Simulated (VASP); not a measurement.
# LiCl: structure and properties in VASP, part 3 of 5

Wanted: the relaxed cell of LiCl and its properties. The start is a cell from a database of measured crystal structures.

VASP 6.6.1; LDA; plane waves and PAW (Li_sv, Cl).

So far, gap on the k-mesh (eV): step 2 (relaxing cell and atoms (LDA)) 6.52.

The database entry behind the starting cell differs from later determinations by our own check (0.1 to 0.3 % short, probably kX units), so it need not match the best structure at ambient conditions.

## (6) Density of states (LDA)

A density of states needs more k-points than a total energy; ISMEAR = -5 takes tetrahedra, and LORBIT projects the states on the PAW spheres. The mesh is finer than in the run before.

The input, INCAR:

```
SYSTEM = LiCl
PREC = Accurate
ENCUT = 650
EDIFF = 1E-06
NELM = 100
ISMEAR = -5
SIGMA = 0.05
LREAL = .FALSE.
ALGO = Normal
GGA = CA
NBANDS = 17
LORBIT = 11
LWAVE = .FALSE.
LCHARG = .FALSE.
KPAR = 2
NEDOS = 2001
```

The input, POSCAR:

```
LiCl
1.0
    0.0000000000      2.4807156903      2.4807156903
    2.4807156903      0.0000000000      2.4807156903
    2.4807156903      2.4807156903      0.0000000000
Li Cl
1 1
Direct
    0.0000000000      0.0000000000      0.0000000000
    0.5000000000      0.5000000000      0.5000000000
```

The input, KPOINTS:

```
Automatic mesh
0
Gamma
11 11 11
0 0 0
```

The projector-augmented-wave data sets are Li_sv and Cl (LDA family, release 64).

On the command line:

```bash
mpirun -np 2 vasp_std
```

The program printed:

```text
[... set-up lines as in an earlier step ...]
 entering main loop
       N       E                     dE             d eps       ncg     rms          rms(c)
DAV:   1     0.405893317845E+02    0.40589E+02   -0.46989E+03  1912   0.645E+02
DAV:   2    -0.586882970199E+01   -0.46458E+02   -0.44163E+02  2627   0.132E+02
DAV:   3    -0.812714714328E+01   -0.22583E+01   -0.22490E+01  2511   0.264E+01
DAV:   4    -0.816469859418E+01   -0.37551E-01   -0.37540E-01  2548   0.347E+00
DAV:   5    -0.816530435587E+01   -0.60576E-03   -0.60573E-03  2536   0.389E-01    0.253E+00
DAV:   6    -0.810308239431E+01    0.62222E-01   -0.82356E-02  2604   0.105E+00    0.174E+00
DAV:   7    -0.809567364816E+01    0.74087E-02   -0.24542E-02  2907   0.638E-01    0.851E-01
DAV:   8    -0.809547103467E+01    0.20261E-03   -0.24494E-03  2662   0.258E-01    0.182E-01
DAV:   9    -0.809541997184E+01    0.51063E-04   -0.11440E-04  2543   0.558E-02    0.362E-02
DAV:  10    -0.809542527083E+01   -0.52990E-05   -0.85448E-06  2563   0.151E-02    0.235E-03
DAV:  11    -0.809542536799E+01   -0.97153E-07   -0.14616E-06  1956   0.485E-03
   1 F= -.80954254E+01 E0= -.80954254E+01  d E =0.000000E+00
```

It took 23 s on 2 MPI ranks of Intel Xeon Platinum 8488C (Sapphire Rapids), shared host; peak memory 0.3 GiB.

OUTCAR, selected parts (step 6):

```text
   k-points           NKPTS =     56   k-points in BZ     NKDIM =     56   number of bands    NBANDS=     17

   NELECT =      10.0000    total number of electrons

 E-fermi :   1.2830

 k-point     1 :       0.0000    0.0000    0.0000
  band No.  band energies     occupation
      1     -41.0694      2.00000
      2     -12.4463      2.00000
      3       1.2638      2.00000
      4       1.2638      2.00000
      5       1.2638      2.00000
      6       7.8887      0.00000
      7      13.0784      0.00000
      8      13.0784      0.00000
      9      13.0784      0.00000
     10      15.9504      0.00000
    ...

  Total       -0.0045695     -0.0045695     -0.0045695      0.0000000      0.0000000      0.0000000
  in kB       -0.2397826     -0.2397826     -0.2397826      0.0000000      0.0000000      0.0000000
  external PRESSURE =      -0.2397826 kB  Pullay stress =       0.0000000 kB

 POSITION                                       TOTAL-FORCE (eV/Angst)
 -----------------------------------------------------------------------------------
      0.00000      0.00000      0.00000         0.000000      0.000000      0.000000
      2.48072      2.48072      2.48072         0.000000      0.000000      0.000000
 -----------------------------------------------------------------------------------
    total drift:                               -0.000000     -0.000000      0.000000

  FREE ENERGIE OF THE ION-ELECTRON SYSTEM (eV)
  ---------------------------------------------------
  free  energy   TOTEN  =        -8.0954253680 eV

  energy  without entropy=       -8.0954253680  energy(sigma->0) =       -8.09542537

[... 8 parts as in an earlier step ...]

[... 8 further parts left out ...]
```

This step gave:

```yaml
irreducible_k_points: 56
fermi_energy: 1.283 eV
pressure: -0.02398 GPa
valence_top_at_k: -0.09091, 0.09091, 0
conduction_bottom_at_k: 0.4545, 0, 0
gap_on_the_k_mesh: 6.543 eV
```

The density of states has structure finer than the step of the table below, so its rows give means over 1 eV, whole bins alone (the curve runs from -11.9 to 14.4 eV). Peaks (eV: height): total -2.9: 2.75, -0.5: 2.69, 9.4: 2.81, 10.2: 2.35; Cl p -2.9: 1.38, -0.4: 1.85, 11.7: 0.433; Li p 8.1: 0.151, 9.4: 0.321, 10.2: 0.278, 11.7: 0.206; Cl s -2.8: 0.0165, 8.1: 0.113, 11.5: 0.0219; Li s -2.9: 0.0312, 8.2: 0.0972, 9.4: 0.105, 11.7: 0.0903.

States under -11.9 eV and over 14.4 eV are left out. Table of density of states by energy, zero at the valence-band top; means over each step; values in states/eV/cell:

```csv
energy (eV),total,Cl p,Li p,Cl s,Li s
-4,0,0,0,0,0
-3,1.48,0.741,0.0140,0.00861,0.0179
-2,1.24,0.690,0.0141,0.00919,0.00780
-1,2.35,1.50,0.0209,0.00440,0.00506
0,0.926,0.646,0.00448,6.3e-4,1.7e-4
1,0,0,0,0,0
2,0,0,0,0,0
3,0,0,0,0,0
4,0,0,0,0,0
5,0,0,0,0,0
6,2.9e-4,5.5e-6,2.7e-5,2.7e-5,0
7,0.307,0.0135,0.0235,0.0349,0.00631
8,1.39,0.0627,0.0983,0.0840,0.0567
9,1.35,0.0764,0.127,0.0196,0.0518
10,1.97,0.157,0.241,0.0129,0.0379
11,1.15,0.155,0.137,0.0121,0.0210
12,1.50,0.276,0.146,0.0118,0.0505
13,0.620,0.0929,0.0736,0.00169,0.0144
```

The gap on this mesh is 6.54 eV. In the top eV of the valence band the largest shares in the PAW spheres are Cl p 68 %. The rest lies in smaller channels or between the spheres.

## (7) Response to an electric field (LDA)

The response to a static field gives the electronic dielectric tensor and the Born charges. It needs tightly converged orbitals, hence the small EDIFF.

The input, INCAR:

```
SYSTEM = LiCl
PREC = Accurate
ENCUT = 650
EDIFF = 1E-08
NELM = 100
ISMEAR = 0
SIGMA = 0.01
LREAL = .FALSE.
ALGO = Normal
GGA = CA
NBANDS = 11
LORBIT = 11
LWAVE = .FALSE.
LCHARG = .FALSE.
KPAR = 2
LEPSILON = .TRUE.
```

POSCAR is that of step 6.

KPOINTS is that of step 6.

On the command line:

```bash
mpirun -np 2 vasp_std
```

The program printed:

```text
[... set-up lines as in an earlier step ...]
 entering main loop
       N       E                     dE             d eps       ncg     rms          rms(c)
DAV:   1     0.438969416350E+02    0.43897E+02   -0.47592E+03  1240   0.985E+02
DAV:   2    -0.564337181259E+01   -0.49540E+02   -0.47808E+02  1547   0.162E+02
DAV:   3    -0.809882959746E+01   -0.24555E+01   -0.24474E+01  1620   0.378E+01
DAV:   4    -0.816466383070E+01   -0.65834E-01   -0.65786E-01  1745   0.615E+00
DAV:   5    -0.816530289709E+01   -0.63907E-03   -0.63904E-03  1640   0.569E-01    0.253E+00
DAV:   6    -0.810310637232E+01    0.62197E-01   -0.11102E-01  1514   0.162E+00    0.175E+00
DAV:   7    -0.809561696585E+01    0.74894E-02   -0.30676E-02  1870   0.946E-01    0.837E-01
DAV:   8    -0.809544256973E+01    0.17440E-03   -0.24581E-03  1732   0.354E-01    0.125E-01
DAV:   9    -0.809541827512E+01    0.24295E-04   -0.11108E-04  1562   0.742E-02    0.256E-02
DAV:  10    -0.809542547227E+01   -0.71972E-05   -0.69421E-06  1516   0.208E-02    0.717E-03
DAV:  11    -0.809542535985E+01    0.11242E-06   -0.95488E-07  1505   0.710E-03    0.159E-03
DAV:  12    -0.809542535250E+01    0.73533E-08   -0.48810E-08  1912   0.163E-03
   1 F= -.80954254E+01 E0= -.80954254E+01  d E =-.233490E-18
 Linear response reoptimize wavefunctions to high precision
DAV:   1    -0.809542535136E+01    0.11333E-08   -0.15726E-09  1464   0.321E-04
DAV:   2    -0.809542535139E+01   -0.25693E-10   -0.15537E-10   877   0.945E-05
 Linear response G [H, r] |phi>, progress :
  Direction:   1
       N       E                     dE             d eps       ncg     rms
RMM:   1    -0.263607005442E+02   -0.26361E+02    0.37130E+02  1805   0.201E+02
RMM:   2    -0.348717380045E+02   -0.85110E+01   -0.13907E+01  2620   0.252E+01
RMM:   3    -0.351589960916E+02   -0.28726E+00   -0.94712E-01  2856   0.656E+00
RMM:   4    -0.351986261953E+02   -0.39630E-01   -0.15942E-01  3021   0.246E+00
RMM:   5    -0.352034013002E+02   -0.47751E-02   -0.14743E-02  3034   0.620E-01
RMM:   6    -0.352038268144E+02   -0.42551E-03   -0.21065E-03  3065   0.203E-01
RMM:   7    -0.352038632314E+02   -0.36417E-04   -0.20190E-03  3127   0.709E-02
RMM:   8    -0.352038816924E+02   -0.18461E-04   -0.13546E-03  3049   0.233E-02
RMM:   9    -0.352038759346E+02    0.57577E-05   -0.12115E-03  3099   0.100E-02
RMM:  10    -0.352038777751E+02   -0.18405E-05   -0.49072E-04  3027   0.431E-03
RMM:  11    -0.352038775982E+02    0.17689E-06   -0.49870E-04  3016   0.232E-03
RMM:  12    -0.352038776025E+02   -0.42489E-08   -0.18048E-04  2834   0.150E-03
RMM:  13    -0.352038774498E+02    0.15266E-06   -0.59271E-05  2592   0.119E-03
RMM:  14    -0.352038766123E+02    0.83750E-06   -0.36377E-05  2359   0.104E-03
RMM:  15    -0.352038769129E+02   -0.30054E-06    0.48858E-06  2224   0.975E-04
RMM:  16    -0.352038769461E+02   -0.33237E-07    0.26217E-05  2144   0.953E-04
RMM:  17    -0.352038769441E+02    0.19777E-08    0.23455E-05  2029   0.937E-04
RMM:  18    -0.352038768801E+02    0.63988E-07    0.29487E-05  1992   0.934E-04
 Linear response G [H, r] |phi>, progress :
  Direction:   2
       N       E                     dE             d eps       ncg     rms
RMM:   1    -0.302113279778E+02   -0.30211E+02    0.14020E+02  1804   0.156E+02
RMM:   2    -0.376832148057E+02   -0.74719E+01   -0.10557E+01  2624   0.230E+01
RMM:   3    -0.379161458508E+02   -0.23293E+00   -0.72253E-01  2880   0.588E+00
RMM:   4    -0.379486583490E+02   -0.32512E-01   -0.11979E-01  3056   0.217E+00
RMM:   5    -0.379531383705E+02   -0.44800E-02   -0.88097E-03  3053   0.549E-01
RMM:   6    -0.379534913841E+02   -0.35301E-03   -0.91841E-04  3107   0.180E-01
RMM:   7    -0.379535943361E+02   -0.10295E-03    0.86488E-04  3141   0.630E-02
RMM:   8    -0.379535971320E+02   -0.27960E-05   -0.14290E-03  3075   0.195E-02
RMM:   9    -0.379535937424E+02    0.33897E-05   -0.36338E-04  3147   0.872E-03
RMM:  10    -0.379535905561E+02    0.31863E-05   -0.16024E-04  3080   0.383E-03
RMM:  11    -0.379535905430E+02    0.13048E-07    0.55115E-05  3075   0.224E-03
RMM:  12    -0.379535896457E+02    0.89736E-06   -0.25048E-06  2892   0.153E-03
RMM:  13    -0.379535895503E+02    0.95352E-07    0.18998E-05  2600   0.129E-03
RMM:  14    -0.379535894900E+02    0.60314E-07    0.22554E-05  2359   0.117E-03
RMM:  15    -0.379535894942E+02   -0.41719E-08    0.29612E-05  2246   0.114E-03
RMM:  16    -0.379535895023E+02   -0.81000E-08    0.33758E-05  2158   0.111E-03
RMM:  17    -0.379535894794E+02    0.22921E-07    0.23406E-05  2072   0.111E-03
 Linear response G [H, r] |phi>, progress :
  Direction:   3
       N       E                     dE             d eps       ncg     rms
RMM:   1    -0.262151905758E+02   -0.26215E+02    0.45667E+02  1842   0.204E+02
RMM:   2    -0.296196046214E+02   -0.34044E+01   -0.13825E+01  2463   0.241E+01
RMM:   3    -0.299388040786E+02   -0.31920E+00   -0.10849E+00  2676   0.660E+00
RMM:   4    -0.299801517354E+02   -0.41348E-01   -0.19680E-01  2869   0.255E+00
RMM:   5    -0.299853623759E+02   -0.52106E-02   -0.27925E-02  2858   0.720E-01
RMM:   6    -0.299859775213E+02   -0.61515E-03   -0.57782E-03  2960   0.276E-01
RMM:   7    -0.299860870171E+02   -0.10950E-03   -0.11641E-03  2943   0.107E-01
RMM:   8    -0.299861059571E+02   -0.18940E-04   -0.29596E-04  2883   0.419E-02
RMM:   9    -0.299861171673E+02   -0.11210E-04   -0.87403E-04  2882   0.187E-02
RMM:  10    -0.299861170317E+02    0.13560E-06   -0.19707E-03  2843   0.851E-03
RMM:  11    -0.299861107124E+02    0.63193E-05   -0.43478E-03  2794   0.433E-03
RMM:  12    -0.299861106889E+02    0.23476E-07   -0.15503E-03  2666   0.238E-03
RMM:  13    -0.299861110579E+02   -0.36906E-06   -0.13106E-03  2510   0.164E-03
RMM:  14    -0.299861113578E+02   -0.29983E-06   -0.30507E-04  2340   0.127E-03
RMM:  15    -0.299861113115E+02    0.46288E-07   -0.23208E-04  2258   0.113E-03
RMM:  16    -0.299861113419E+02   -0.30426E-07    0.33876E-05  2100   0.106E-03
RMM:  17    -0.299861112976E+02    0.44323E-07    0.39079E-05  1984   0.104E-03
RMM:  18    -0.299861112921E+02    0.54342E-08    0.10686E-04  1914   0.102E-03
RMM:  19    -0.299861112899E+02    0.22026E-08    0.10772E-04  1898   0.101E-03
 Linear response to external field (no local field effect), progress :
  Direction:   1
       N       E                     dE             d eps       ncg     rms          rms(c)
RMM:   1    -0.214772076507E+00   -0.21477E+00   -0.66667E-01  2911   0.294E+00
RMM:   2    -0.226176046750E+00   -0.11404E-01   -0.26367E-02  2753   0.833E-01
RMM:   3    -0.228156663853E+00   -0.19806E-02   -0.51278E-03  2886   0.312E-01
RMM:   4    -0.228463053499E+00   -0.30639E-03   -0.70917E-04  3020   0.109E-01
[...]
RMM:   5    -0.261821351641E+00   -0.21152E-04   -0.61263E-05  3050   0.264E-02
RMM:   6    -0.261824335166E+00   -0.29835E-05   -0.84814E-06  3046   0.885E-03
RMM:   7    -0.261824675432E+00   -0.34027E-06   -0.18194E-06  3103   0.313E-03
RMM:   8    -0.261824736414E+00   -0.60982E-07   -0.78505E-06  3146   0.122E-03
RMM:   9    -0.261824741197E+00   -0.47834E-08   -0.38642E-05  2967   0.468E-04
RMM:  10    -0.261824741810E+00   -0.61343E-09   -0.93062E-07  2692   0.212E-04
RMM:  11    -0.261824741725E+00    0.85028E-10   -0.61259E-06  2325   0.121E-04
RMM:  12    -0.261824740669E+00    0.10565E-08   -0.28118E-07  2093   0.941E-05
RMM:  13    -0.261824739476E+00    0.11926E-08   -0.56045E-07  1897   0.863E-05
RMM:  14    -0.261824739481E+00   -0.48161E-11   -0.50714E-08  1749   0.847E-05
 change of polarisation eV/A/(eV/A) component  2 :     0.162     0.524    -0.077
 dielectric tensor                  component  2 :     0.958     4.103    -0.459
 Linear response to external field (no local field effect), progress :
  Direction:   3
       N       E                     dE             d eps       ncg     rms          rms(c)
RMM:   1    -0.145932450119E+00   -0.14593E+00   -0.40827E-01  2792   0.277E+00
RMM:   2    -0.153788883198E+00   -0.78564E-02   -0.15829E-02  2552   0.691E-01
RMM:   3    -0.155233159859E+00   -0.14443E-02   -0.45684E-03  2701   0.263E-01
RMM:   4    -0.155427787375E+00   -0.19463E-03   -0.56248E-04  2852   0.939E-02
RMM:   5    -0.155460146688E+00   -0.32359E-04   -0.11530E-04  2840   0.318E-02
RMM:   6    -0.155463027429E+00   -0.28807E-05   -0.15126E-05  2763   0.114E-02
RMM:   7    -0.155463643915E+00   -0.61649E-06   -0.23297E-06  2801   0.436E-03
RMM:   8    -0.155463758502E+00   -0.11459E-06   -0.18184E-05  2809   0.180E-03
RMM:   9    -0.155463780421E+00   -0.21920E-07   -0.35840E-05  2652   0.744E-04
RMM:  10    -0.155463783497E+00   -0.30755E-08    0.19487E-06  2439   0.326E-04
RMM:  11    -0.155463782901E+00    0.59598E-09   -0.73990E-06  2139   0.174E-04
RMM:  12    -0.155463782792E+00    0.10887E-09    0.63100E-07  1916   0.113E-04
RMM:  13    -0.155463782515E+00    0.27645E-09   -0.13059E-06  1722   0.913E-05
RMM:  14    -0.155463782480E+00    0.35847E-10    0.19538E-07  1543   0.821E-05
RMM:  15    -0.155463780524E+00    0.19559E-08   -0.97939E-08  1414   0.789E-05
 change of polarisation eV/A/(eV/A) component  3 :     0.046    -0.077     0.311
 dielectric tensor                  component  3 :     0.271    -0.459     2.843
 Linear response to external field, progress :
  Direction:   1
       N       E                     dE             d eps       ncg     rms          rms(c)
RMM:   1    -0.203922857258E+00   -0.20392E+00   -0.63022E-01  6430   0.288E+00
RMM:   2    -0.213387916620E+00   -0.94651E-02   -0.21860E-02  5922   0.747E-01    0.106E+00
RMM:   3    -0.191503841713E+00    0.21884E-01   -0.27741E-02  5627   0.808E-01    0.524E-01
RMM:   4    -0.195159332512E+00   -0.36555E-02   -0.13969E-02  5978   0.553E-01    0.164E-01
RMM:   5    -0.200067435703E+00   -0.49081E-02   -0.21995E-03  6042   0.230E-01    0.285E-02
RMM:   6    -0.200240745285E+00   -0.17331E-03   -0.11261E-03  6469   0.989E-02    0.119E-02
RMM:   7    -0.200455039314E+00   -0.21429E-03   -0.69483E-04  6357   0.520E-02    0.237E-03
RMM:   8    -0.200452298730E+00    0.27406E-05   -0.19548E-04  6788   0.268E-02    0.310E-03
RMM:   9    -0.200453237552E+00   -0.93882E-06    0.32292E-04  6541   0.140E-02    0.206E-03
RMM:  10    -0.200449308012E+00    0.39295E-05    0.44321E-04  7029   0.626E-03    0.227E-03
RMM:  11    -0.200448982394E+00    0.32562E-06    0.16465E-04  6689   0.248E-03    0.313E-03
RMM:  12    -0.200451967109E+00   -0.29847E-05    0.68329E-05  6463   0.107E-03    0.325E-03
RMM:  13    -0.200451423304E+00    0.54381E-06    0.21245E-05  6279   0.601E-04    0.243E-03
RMM:  14    -0.200452656963E+00   -0.12337E-05    0.50461E-06  5948   0.261E-04    0.268E-03
RMM:  15    -0.200453156733E+00   -0.49977E-06   -0.22132E-07  5356   0.114E-04    0.236E-03
RMM:  16    -0.200454547661E+00   -0.13909E-05   -0.35365E-07  5673   0.139E-04    0.165E-03
RMM:  17    -0.200455667433E+00   -0.11198E-05   -0.24073E-07  5354   0.104E-04    0.110E-03
RMM:  18    -0.200456726653E+00   -0.10592E-05   -0.18341E-07  4828   0.907E-05    0.546E-04
RMM:  19    -0.200457485587E+00   -0.75893E-06   -0.82965E-08  4505   0.850E-05    0.132E-04
RMM:  20    -0.200457744628E+00   -0.25904E-06   -0.28442E-08  2877   0.562E-05    0.970E-06
 change of polarisation eV/A/(eV/A) component  1 :     0.369     0.085     0.027
 dielectric tensor                  component  1 :     3.188     0.506     0.161
 Linear response to external field, progress :
  Direction:   2
       N       E                     dE             d eps       ncg     rms          rms(c)
RMM:   1    -0.203825373310E+00   -0.20383E+00   -0.62925E-01  6446   0.288E+00
RMM:   2    -0.213402563226E+00   -0.95772E-02   -0.21978E-02  5946   0.751E-01    0.106E+00
RMM:   3    -0.191504348667E+00    0.21898E-01   -0.27701E-02  5648   0.809E-01    0.524E-01
RMM:   4    -0.195161953497E+00   -0.36576E-02   -0.13986E-02  6006   0.554E-01    0.164E-01
RMM:   5    -0.200063919796E+00   -0.49020E-02   -0.21973E-03  6065   0.230E-01    0.283E-02
RMM:   6    -0.200243752025E+00   -0.17983E-03   -0.11227E-03  6479   0.992E-02    0.119E-02
RMM:   7    -0.200455468375E+00   -0.21172E-03   -0.63281E-04  6369   0.524E-02    0.239E-03
RMM:   8    -0.200450034410E+00    0.54340E-05   -0.71602E-05  6811   0.268E-02    0.306E-03
RMM:   9    -0.200450585048E+00   -0.55064E-06    0.50408E-04  6556   0.138E-02    0.287E-03
RMM:  10    -0.200449237816E+00    0.13472E-05    0.34477E-04  7037   0.618E-03    0.249E-03
RMM:  11    -0.200449982150E+00   -0.74433E-06    0.20281E-04  6890   0.253E-03    0.288E-03
 change of polarisation eV/A/(eV/A) component  2 :     0.065     0.369    -0.007
 dielectric tensor                  component  2 :     0.388     3.188    -0.042
 Linear response to external field, progress :
  Direction:   3
       N       E                     dE             d eps       ncg     rms          rms(c)
RMM:   1    -0.203824746127E+00   -0.20382E+00   -0.62924E-01  6446   0.288E+00
RMM:   2    -0.213402797466E+00   -0.95781E-02   -0.21981E-02  5948   0.751E-01    0.106E+00
RMM:   3    -0.191504445580E+00    0.21898E-01   -0.27703E-02  5649   0.809E-01    0.524E-01
RMM:   4    -0.195161171960E+00   -0.36567E-02   -0.13976E-02  6005   0.553E-01    0.164E-01
RMM:   5    -0.200065301896E+00   -0.49041E-02   -0.21977E-03  6064   0.230E-01    0.284E-02
RMM:   6    -0.200242355834E+00   -0.17705E-03   -0.11231E-03  6481   0.993E-02    0.119E-02
RMM:   7    -0.200456575219E+00   -0.21422E-03   -0.66089E-04  6359   0.524E-02    0.240E-03
RMM:   8    -0.200448867212E+00    0.77080E-05   -0.80824E-05  6820   0.267E-02    0.321E-03
RMM:   9    -0.200451372141E+00   -0.25049E-05    0.31795E-04  6560   0.140E-02    0.253E-03
RMM:  10    -0.200450313764E+00    0.10584E-05    0.26777E-04  7041   0.645E-03    0.238E-03
RMM:  11    -0.200448171428E+00    0.21423E-05    0.19876E-04  6792   0.278E-03    0.490E-03
RMM:  12    -0.200453027621E+00   -0.48562E-05    0.55363E-05  6186   0.171E-03    0.193E-03
RMM:  13    -0.200454371916E+00   -0.13443E-05    0.16712E-05  6407   0.510E-04    0.202E-03
RMM:  14    -0.200455439979E+00   -0.10681E-05    0.88887E-07  6119   0.335E-04    0.751E-04
RMM:  15    -0.200456750510E+00   -0.13105E-05   -0.14149E-07  5855   0.137E-04    0.261E-04
RMM:  16    -0.200457510602E+00   -0.76009E-06   -0.53670E-07  4407   0.808E-05    0.284E-05
RMM:  17    -0.200457690151E+00   -0.17955E-06   -0.20617E-07  3457   0.659E-05    0.768E-05
RMM:  18    -0.200457682025E+00    0.81263E-08   -0.13131E-07  4013   0.704E-05    0.458E-05
RMM:  19    -0.200457633197E+00    0.48828E-07   -0.64320E-08  2832   0.595E-05    0.176E-05
RMM:  20    -0.200457629282E+00    0.39150E-08   -0.23796E-08  2593   0.588E-05    0.126E-05
 change of polarisation eV/A/(eV/A) component  3 :     0.007     0.051     0.369
 dielectric tensor                  component  3 :     0.043     0.303     3.188
 Born effective charges drift removed
```

Elapsed: 4.9 min, on 2 MPI ranks; peak memory 0.54 GiB.

(Part 3 of 5 ends here.)

[Lines on the potential files, build, host, timing and source positions are cut from VASP's logs without a mark.]

[Logs are printed without paths, hosts, clocks, repeated set-up lines and the standing remarks that a program may print on its own settings, such as how far it seeks lower states.]

[Hosts, paths, dates, database ids (printed as entryN), source tags and the programs' standing remarks are cut or masked in the printed files.]

[Measured values are set beside computed ones only where the two were judged alike; some that the calculation misses by far are left out.]
